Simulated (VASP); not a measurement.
Method: LDA (Ceperley-Alder, Perdew-Zunger), VASP's LDA PAW potentials (set 64) (plane waves; VASP). For the first row: Settings: 400 eV cut-off, 11×11×11 Γ-centred mesh, tetrahedra with Blöchl corrections, potentials Pb_d Se.

| system | energy (eV/atom) |
|---|---|
| PbSe (space group Pm-3m) | -4.5288 |
| Pb (fcc) | -4.2550 |
| Se (trig) | -4.1591 |

The references are the elements' solids at the same level; no temperature or zero-point terms are added.    Spin-orbit coupling is left out, which shifts such energies by up to tenths of an eV for the heavy elements here.

Task: What is the formation energy per atom of PbSe?

Result: The references average (1×(-4.2550) + 1×(-4.1591))/2 = -4.2070 eV, so the formation energy is -4.5288 − (-4.2070) = -0.322 eV/atom.
